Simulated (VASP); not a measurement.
# A VASP study of HfB2 (PBEsol): structure first, properties next

What structure does HfB2 take at this level, and what are its properties? The steps: full relaxation (PBEsol), second relaxation, single point with fields (PBEsol), band structure (PBEsol), density of states (PBEsol), volume scan with PBEsol, fit for PBEsol and electric field gradients (PBEsol). The start is a cell from a database of measured crystal structures.

Method: PBEsol; plane waves and PAW (Hf_pv, B), in VASP 6.6.1.

This is a report of a sequence of runs, with most program output left out.

**1. Starting point**

Before any relaxation, the start is as follows. The structure is hexagonal, space group P6/mmm (No. 191). Conventional cell: a = 3.140 Å, b = 3.140 Å, c = 3.480 Å, α = 90.00°, β = 90.00°, γ = 120.00°. Nearest to Hf lie 12 B at 2.51 Å. Nearest to B lie 3 B at 1.81 Å and 6 Hf at 2.51 Å. Farther neighbours are not listed.

**2. Full relaxation (PBEsol)**

Properties are meant for the cell that this level of theory prefers, so cell and atoms are relaxed first (ISIF = 3) until forces and stress are small; EDIFFG sets the threshold. PBEsol restores the gradient expansion of exchange and is tuned for the cells of solids.

The input, INCAR:

```
SYSTEM = HfB2
PREC = Accurate
ENCUT = 420
EDIFF = 1E-06
NELM = 100
ISMEAR = 0
SIGMA = 0.05
LREAL = .FALSE.
ALGO = Normal
GGA = PS
NBANDS = 14
LASPH = .TRUE.
LORBIT = 11
LWAVE = .FALSE.
LCHARG = .FALSE.
KPAR = 2
IBRION = 2
NSW = 60
ISIF = 3
EDIFFG = -0.01
```

The input, POSCAR:

```
HfB2
1.0
    3.1400000000      0.0000000000      0.0000000000
   -1.5700000000      2.7193197679      0.0000000000
    0.0000000000      0.0000000000      3.4800000000
Hf B
1 2
Direct
    0.0000000000      0.0000000000      0.0000000000
    0.3333333333      0.6666666667      0.5000000000
    0.6666666667      0.3333333333      0.5000000000
```

The input, KPOINTS:

```
Automatic mesh
0
Gamma
7 7 6
0 0 0
```

Potentials, in the order of the species: Hf_pv and B (PBE family, release 64).

Command:

```sh
$ mpirun -np 2 vasp_std
```

Elapsed: 9.2 s, on 2 MPI ranks of AMD EPYC 9R45, shared host; peak memory 0.22 GiB.

The k-mesh is coarse for a metal. Harder data sets than Hf_pv exist (the GW ones), and pressures, volumes and forces can shift noticeably with them. The PAW data sets were made with PBE, which is usual practice but a small mismatch for other functionals. The run keeps the 24 symmetry operations of its start, so it cannot find a distortion of lower symmetry.

Relaxation path:

| step | energy less that of the first step (eV) | largest force (eV/Å) | pressure (GPa) | volume (Å³) |
| --- | --- | --- | --- | --- |
| 1 | 0.0000 | 0.0000 | -4.44 | 29.71 |
| 2 | 0.0043 | 0.0000 | 6.21 | 28.55 |
| 3 | -0.0077 | 0.0000 | 0.12 | 29.19 |
| 4 | -0.0080 | 0.0000 | -0.01 | 29.19 |

```csv
"conventional cell, symmetrised",before,after,change
a (Å),3.140,3.128,-0.4 %
b (Å),3.140,3.128,-0.4 %
c (Å),3.480,3.446,-1.0 %
volume (Å³/atom),9.90,9.73,-1.8 %
```

The relaxed structure:

```
Hf B
1.0
     3.12773    0.00000    0.00000
    -1.56387    2.70870    0.00000
     0.00000    0.00000    3.44590
Hf B
1 2
Direct
  0.00000 0.00000 0.00000
  0.33333 0.66667 0.50000
  0.66667 0.33333 0.50000
```

This step gave:

| Quantity | Value |
| --- | --- |
| electrons | 16 |
| bands | 14 |
| irreducible k-points | 32 |
| symmetry operations | 24 |
| free energy (TOTEN) | -27.86 eV |
| energy at zero smearing | -27.86 eV |
| Fermi energy | 7.504 eV |
| pressure | -0.006112 GPa |
| metallic | yes |
| SCF cycles over all ionic steps | 36 |

It ends with forces that vanish by symmetry and a pressure of -0.01 GPa. The volume lies -1.8 % from that of the database's start, which holds the thermal and zero-point expansion of its experiment.

**3. Second relaxation**

The basis stayed that of the start cell while the cell moved. A rerun from the cell reached resets it; the error of the finite cutoff stays.

INCAR is that of step 2.

The input, POSCAR:

```
HfB2
1.0
    3.1277317969      0.0000000000      0.0000000000
   -1.5638658985      2.7086951924      0.0000000000
    0.0000000000      0.0000000000      3.4458984043
Hf B
1 2
Direct
    0.0000000000      0.0000000000      0.0000000000
    0.3333333333      0.6666666667      0.5000000000
    0.6666666667      0.3333333333      0.5000000000
```

KPOINTS is that of step 2.

Command:

```sh
$ mpirun -np 2 vasp_std
```

Wall time 3.4 s (2 MPI ranks); peak memory 0.21 GiB; 5.6 s of CPU time.

Little changed from the start: no atom moved by 0.005 Å and no cell edge by 0.1 %.

Numbers from this step:

| Property | Result |
| --- | --- |
| pressure | -0.003736 GPa |
| SCF cycles over all ionic steps | 13 |

It ends with forces that vanish by symmetry and a pressure of 0.00 GPa. The volume moved by under 0.01 %: the run met its threshold at the first step.

**4. Single point with fields (PBEsol)**

The relaxed cell gets a fresh self-consistent run, on a basis set for its own volume, to fix the density and to check the remaining stress.

Changes to INCAR since step 3:

```diff
@@ -14,7 +14,5 @@
 LWAVE = .FALSE.
-LCHARG = .FALSE.
-KPAR = 2
-IBRION = 2
-NSW = 60
-ISIF = 3
-EDIFFG = -0.01
+LCHARG = .TRUE.
+ISIF = 2
+LELF = .TRUE.
+LVHAR = .TRUE.
```

POSCAR is that of step 3.

KPOINTS is that of step 3.

Command:

```sh
$ mpirun -np 2 vasp_std
```

The job ended after 3.6 s (2 MPI ranks; peak memory 0.19 GiB; 5.9 s of CPU time).

This step gave:

```yaml
scf_cycles: 13
```

Valence electrons inside each PAW sphere by angular momentum. Sphere charges, by row:

```csv
atom,s (e),p (e),d (e),tot (e)
Hf1,0.304,6.61,1.886,8.8
B2,0.664,1.283,0,1.948
B3,0.664,1.283,0,1.948
```

Electrostatic potential energy in the ab plane at fractional z = 0.500, with atoms of B within 0.2 Å of it. With pseudopotentials it is smooth inside the atoms' cores, unlike the true potential.

Ten even steps from '0' (-32 eV) to '9' (0 eV):
```
9999987667899999
9999842115899999
9997300002799999
9983059503899999
9840599504899999
8720999027888788
8610550168743257
8610002686200016
8752347861055016
8887888720999027
9999998405995048
9999998305950389
9999997200003799
9999998511248999
9999998766789999
9999998888899999
```
Columns run along a (3.1 Å; values clipped at the 3rd and 97th percentile), rows up along b (3.1 Å). Atoms in or near the plane, at fractional coordinates: B at (0.33, 0.67), B at (0.67, 0.33).

ELF in the ab plane at fractional z = 0.500, with atoms of B within 0.2 Å of it. It is the smooth field of the valence electrons, not physical close to the nuclei.

Ten even steps from '0' (0.01) to '9' (0.86):
```
2235689999865322
3346777777764332
4566543345665433
6675310135766545
7874100147876666
9973000379987678
9973113799975579
9974347999743479
9975579997311379
9876789973000379
7666678741001478
6545667531013576
4334566543345665
3233467777777643
2223568999986532
2234679999976432
```
Columns run along a (3.1 Å), rows up along b (3.1 Å). Atoms in or near the plane, at fractional coordinates: B at (0.33, 0.67), B at (0.67, 0.33).

Valence density in the ab plane at fractional z = 0.500, with atoms of B within 0.2 Å of it. It is the smooth field of the valence electrons, not physical close to the nuclei.

Values in e/Å³, 16 rows by 16 columns:
```
0.18 0.20 0.24 0.30 0.40 0.53 0.67 0.76 0.76 0.67 0.53 0.40 0.30 0.24 0.20 0.18
0.21 0.24 0.29 0.38 0.51 0.65 0.76 0.80 0.76 0.65 0.51 0.38 0.29 0.24 0.21 0.20
0.26 0.30 0.38 0.50 0.63 0.72 0.74 0.74 0.72 0.63 0.50 0.38 0.30 0.26 0.24 0.24
0.34 0.40 0.51 0.63 0.68 0.60 0.52 0.60 0.68 0.63 0.51 0.40 0.34 0.30 0.29 0.30
0.45 0.53 0.65 0.72 0.60 0.37 0.37 0.60 0.72 0.65 0.53 0.45 0.40 0.38 0.38 0.40
0.59 0.67 0.76 0.74 0.52 0.37 0.52 0.74 0.76 0.67 0.59 0.53 0.51 0.50 0.51 0.53
0.70 0.76 0.80 0.74 0.60 0.60 0.74 0.80 0.76 0.70 0.67 0.65 0.63 0.63 0.65 0.67
0.75 0.76 0.76 0.72 0.68 0.72 0.76 0.76 0.75 0.76 0.76 0.72 0.68 0.72 0.76 0.76
0.70 0.67 0.65 0.63 0.63 0.65 0.67 0.70 0.76 0.80 0.74 0.60 0.60 0.74 0.80 0.76
0.59 0.53 0.51 0.50 0.51 0.53 0.59 0.67 0.76 0.74 0.52 0.37 0.52 0.74 0.76 0.67
0.45 0.40 0.38 0.38 0.40 0.45 0.53 0.65 0.72 0.60 0.37 0.37 0.60 0.72 0.65 0.53
0.34 0.30 0.29 0.30 0.34 0.40 0.51 0.63 0.68 0.60 0.52 0.60 0.68 0.63 0.51 0.40
0.26 0.24 0.24 0.26 0.30 0.38 0.50 0.63 0.72 0.74 0.74 0.72 0.63 0.50 0.38 0.30
0.21 0.20 0.21 0.24 0.29 0.38 0.51 0.65 0.76 0.80 0.76 0.65 0.51 0.38 0.29 0.24
0.18 0.18 0.20 0.24 0.30 0.40 0.53 0.67 0.76 0.76 0.67 0.53 0.40 0.30 0.24 0.20
0.17 0.18 0.21 0.26 0.34 0.45 0.59 0.70 0.75 0.70 0.59 0.45 0.34 0.26 0.21 0.18
```
Columns run along a (3.1 Å), rows up along b (3.1 Å). Atoms in or near the plane, at fractional coordinates: B at (0.33, 0.67), B at (0.67, 0.33).

In this run the pressure is 0.00 GPa, small enough to go on.

**5. Band structure (PBEsol)**

Levels along the symmetry lines show where the bands peak and cross; KPOINTS_OPT computes them in the converged potential.

The input, INCAR:

```
SYSTEM = HfB2
PREC = Accurate
ENCUT = 420
EDIFF = 1E-06
NELM = 100
ISMEAR = 0
SIGMA = 0.05
LREAL = .FALSE.
ALGO = Normal
GGA = PS
NBANDS = 21
LASPH = .TRUE.
LORBIT = 11
LWAVE = .FALSE.
LCHARG = .FALSE.
KPAR = 2
```

POSCAR is that of step 4.

KPOINTS is that of step 4.

The input, KPOINTS_OPT:

```
Line mode
16
Line-mode
Reciprocal
  0.00000000   0.00000000   0.00000000 GAMMA
  0.50000000   0.00000000   0.00000000 M

  0.50000000   0.00000000   0.00000000 M
  0.33333333   0.33333333   0.00000000 K

  0.33333333   0.33333333   0.00000000 K
  0.00000000   0.00000000   0.00000000 GAMMA

  0.00000000   0.00000000   0.00000000 GAMMA
  0.00000000   0.00000000   0.50000000 A

  0.00000000   0.00000000   0.50000000 A
  0.50000000   0.00000000   0.50000000 L

  0.50000000   0.00000000   0.50000000 L
  0.33333333   0.33333333   0.50000000 H

  0.33333333   0.33333333   0.50000000 H
  0.00000000   0.00000000   0.50000000 A

  0.50000000   0.00000000   0.50000000 L
  0.50000000   0.00000000   0.00000000 M

  0.33333333   0.33333333   0.00000000 K
  0.33333333   0.33333333   0.50000000 H
```

Command:

```sh
$ mpirun -np 2 vasp_std
```

Elapsed: 9.6 s, on 2 MPI ranks; peak memory 0.25 GiB; 17 s of CPU time.

Spin-orbit coupling is off here; with elements this heavy it splits and shifts levels by tenths of an eV or more.

This step gave:

```
bands    : 21
pressure : -0.003852 GPa
```

The electronic bands at the labelled points (eV, zero at the Fermi level; # counts the bands kept):

```
          point     #2     #3     #4     #5     #6    #7    #8    #9
              Γ  -2.87  -2.78  -2.78  -2.51   4.27  4.27  5.00  5.00
0.53 of the way  -5.69  -3.44  -2.96  -2.14   2.39  3.48  3.84  4.28
              M  -8.82  -3.97  -3.26  -2.77   2.38  2.95  5.92  5.98
0.47 of the way  -8.67  -5.28  -3.63  -0.77  -0.20  3.78  5.31  6.16
              K  -8.09  -7.67  -2.42  -2.42   1.95  1.95  3.61  9.79
0.53 of the way  -5.42  -3.86  -3.39  -1.38   1.95  2.11  4.35  6.24
              Γ  -2.87  -2.78  -2.78  -2.51   4.27  4.27  5.00  5.00
0.47 of the way  -5.74  -2.24  -2.24   0.17   1.68  1.68  3.39  3.39
              A  -8.25  -1.01  -1.01   0.42   0.42  1.18  1.18  2.55
0.47 of the way  -6.66  -4.66  -3.57  -1.42   2.83  2.84  3.42  4.35
              L  -7.29  -4.87  -4.60  -2.44   4.29  4.50  6.55  7.66
0.53 of the way  -7.90  -5.14  -3.86  -2.67   4.71  5.80  6.84  6.88
              H  -9.00  -5.30  -2.98  -2.98   4.79  5.65  7.33  7.33
0.53 of the way  -6.17  -5.20  -4.06  -1.82   3.07  3.87  3.96  4.49
              A  -8.25  -1.01  -1.01   0.42   0.42  1.18  1.18  2.55
      jump to L  -7.29  -4.87  -4.60  -2.44   4.29  4.50  6.55  7.66
0.47 of the way  -8.62  -4.26  -3.25  -3.02   1.66  5.20  6.27  7.20
              M  -8.82  -3.97  -3.26  -2.77   2.38  2.95  5.92  5.98
      jump to K  -8.09  -7.67  -2.42  -2.42   1.95  1.95  3.61  9.79
0.47 of the way  -8.52  -6.74  -2.79  -2.79   3.95  3.95  4.23  7.80
              H  -9.00  -5.30  -2.98  -2.98   4.79  5.65  7.33  7.33
```

Of the projections kept (Hf, B), the largest for each band there; the rest of the weight can lie on other orbitals:

```
point       #2       #3       #4       #5       #6       #7       #8       #9
    Γ  Hf 0.97   B 0.62   B 0.62   B 0.65  Hf 1.00  Hf 1.00  Hf 0.67  Hf 0.67
    M   B 0.78  Hf 0.57   B 0.87  Hf 0.87   B 0.81  Hf 1.00  Hf 0.73  Hf 0.94
    K   B 0.75   B 0.63  Hf 0.59  Hf 0.59  Hf 0.78  Hf 0.78  Hf 0.85  Hf 0.61
    Γ  Hf 0.97   B 0.62   B 0.62   B 0.65  Hf 1.00  Hf 1.00  Hf 0.67  Hf 0.67
    A  Hf 0.60   B 1.00   B 1.00  Hf 0.76  Hf 0.76  Hf 1.00  Hf 1.00  Hf 0.87
    L   B 0.78   B 0.69  Hf 0.74  Hf 0.56   B 0.71  Hf 0.96  Hf 1.00  Hf 0.77
```

There is no gap at this level.

**6. Density of states (PBEsol)**

Here the states are counted by energy and projected on the atoms. The mesh is finer than in the run before.

Changes to INCAR since step 5:

```diff
@@ -5,3 +5,3 @@
 NELM = 100
-ISMEAR = 0
+ISMEAR = -5
 SIGMA = 0.05
@@ -16 +16,2 @@
 KPAR = 2
+NEDOS = 2001
```

POSCAR is that of step 5.

The input, KPOINTS:

```
Automatic mesh
0
Gamma
10 10 8
0 0 0
```

Command:

```sh
$ mpirun -np 2 vasp_std
```

Elapsed: 7.4 s, on 2 MPI ranks; peak memory 0.25 GiB; 13 s of CPU time.

With tetrahedra the forces and stress of a metal are not exact derivatives of the energy.

This step gave:

```
SCF cycles             : 12
irreducible k-points   : 70
Fermi energy           : 7.836 eV
pressure               : -0.01375 GPa
DOS at the Fermi level : 0.2820 states/eV/cell
```

The density of states has structure finer than the step of the table below, so its rows give means over 1 eV, whole bins alone (the curve runs from -12.0 to 7.17 eV). Peaks (eV: height): total -3.9: 3.17, -3.1: 1.84, 5.0: 1.96, 6.6: 2.18; Hf d -3.9: 0.679, -2.8: 0.470, 5.0: 1.09, 6.6: 0.954; B p -5.4: 0.541, -3.9: 1.14, -3.1: 0.556, 6.6: 0.403; Hf p -5.4: 0.107, -3.9: 0.345, -3.1: 0.274, 6.7: 0.108; B s -10.5: 0.386, -8.2: 0.208.

States under -12.0 eV and over 7.2 eV are left out. Table of density of states by energy, zero at the Fermi level; means over each step; values in states/eV/cell:

```
energy (eV)  total    Hf d     B p     Hf p      B s     Hf s
        -11  0.723  0.0505  0.0525   0.0536    0.308   0.0278
        -10  0.609  0.0641  0.0722   0.0284    0.229   0.0193
         -9  0.313  0.0262  0.0559   0.0230    0.101  0.00833
         -8  0.687  0.0663   0.156   0.0449    0.178   0.0228
         -7  0.697  0.0772   0.191   0.0396    0.103   0.0503
         -6  0.764  0.0929   0.275   0.0532   0.0542   0.0397
         -5   1.20   0.188   0.456   0.0813   0.0541   0.0398
         -4   1.87   0.375   0.678    0.196   0.0226   0.0277
         -3   1.33   0.370   0.394    0.151  0.00662  0.00263
         -2  0.841   0.378   0.150   0.0268  0.00253  0.00432
         -1  0.313   0.156  0.0481  0.00564   5.5e-4   9.7e-4
          0  0.208   0.105  0.0339  0.00285   6.4e-4   7.1e-4
          1  0.795   0.359   0.152   0.0186   0.0128  0.00472
          2   1.04   0.494   0.169   0.0264   0.0316   0.0106
          3   1.19   0.676   0.143   0.0305   0.0338   0.0116
          4   1.46   0.803   0.186   0.0507   0.0562   0.0309
          5   1.76   0.965   0.196   0.0665    0.101   0.0540
          6   1.47   0.714   0.227   0.0537    0.102   0.0542
```

The finer mesh and the other smearing move the Fermi level by +0.33 eV from the 7×7×6 run, one measure of the sampling error in the zero of the bands above. Of the states within 0.3 eV of the Fermi level, the largest shares in the PAW spheres are Hf d 51 % and B p 16 %. The rest lies in smaller channels or between the spheres.

**7. Volume scan with PBEsol, volume scale 0.94**

An equation of state needs energies on both sides of the minimum, all on one mesh and cutoff.

The input, INCAR:

```
SYSTEM = HfB2
PREC = Accurate
ENCUT = 420
EDIFF = 1E-06
NELM = 100
ISMEAR = 0
SIGMA = 0.05
LREAL = .FALSE.
ALGO = Normal
GGA = PS
NBANDS = 14
LASPH = .TRUE.
LORBIT = 11
LWAVE = .FALSE.
LCHARG = .FALSE.
KPAR = 2
ISIF = 2
```

The input, POSCAR:

```
HfB2
1.0
    3.0638826200      0.0000000000      0.0000000000
   -1.5319413101      2.6534001832      0.0000000000
    0.0000000000      0.0000000000      3.3755542089
Hf B
1 2
Direct
    0.0000000000      0.0000000000      0.0000000000
    0.3333333333      0.6666666667      0.5000000000
    0.6666666667      0.3333333333      0.5000000000
```

The input, KPOINTS:

```
Automatic mesh
0
Gamma
7 7 6
0 0 0
```

Command:

```sh
$ mpirun -np 2 vasp_std
```

The job ended after 2.8 s (2 MPI ranks; peak memory 0.21 GiB; 4.6 s of CPU time).

The scan keeps the cell's shape and the fractional positions fixed.

This step gave:

```
SCF cycles              : 13
bands                   : 14
irreducible k-points    : 32
free energy (TOTEN)     : -27.76 eV
energy at zero smearing : -27.76 eV
Fermi energy            : 7.998 eV
pressure                : 18.58 GPa
```

The pressure here is 18.58 GPa.

**8. Volume scan with PBEsol, volume scale 0.96**

INCAR is that of step 7.

The input, POSCAR:

```
HfB2
1.0
    3.0854599691      0.0000000000      0.0000000000
   -1.5427299846      2.6720867157      0.0000000000
    0.0000000000      0.0000000000      3.3993265006
Hf B
1 2
Direct
    0.0000000000      0.0000000000      0.0000000000
    0.3333333333      0.6666666667      0.5000000000
    0.6666666667      0.3333333333      0.5000000000
```

KPOINTS is that of step 7.

Command:

```sh
$ mpirun -np 2 vasp_std
```

Wall time 3.4 s (2 MPI ranks); peak memory 0.22 GiB; 5.7 s of CPU time.

This step gave:

| Item | Value |
| --- | --- |
| free energy (TOTEN) | -27.82 eV |
| energy at zero smearing | -27.82 eV |
| Fermi energy | 7.828 eV |
| pressure | 11.77 GPa |

The pressure falls from 18.58 to 11.77 GPa.

The run ends at a pressure of 11.77 GPa.

**9. Volume scan with PBEsol, volume scale 0.98**

INCAR is that of step 8.

The input, POSCAR:

```
HfB2
1.0
    3.1067396758      0.0000000000      0.0000000000
   -1.5533698380      2.6905154823      0.0000000000
    0.0000000000      0.0000000000      3.4227708725
Hf B
1 2
Direct
    0.0000000000      0.0000000000      0.0000000000
    0.3333333333      0.6666666667      0.5000000000
    0.6666666667      0.3333333333      0.5000000000
```

KPOINTS is that of step 8.

Command:

```sh
$ mpirun -np 2 vasp_std
```

Elapsed: 3.4 s, on 2 MPI ranks; peak memory 0.22 GiB.

The pressure falls from 11.77 to 5.59 GPa.

The run ends at a pressure of 5.59 GPa.

(Part 1 of 2 ends here.)

[Lines on the potential files, build, host, timing and source positions are cut from VASP's logs without a mark.]

[Logs are printed without paths, hosts, clocks, repeated set-up lines and the standing remarks that a program may print on its own settings, such as how far it seeks lower states.]

[Hosts, paths, dates, database ids (printed as entryN), source tags and the programs' standing remarks are cut or masked in the printed files.]

[A measured line is paired with the nearest computed mode of its activity, which favours agreement.]
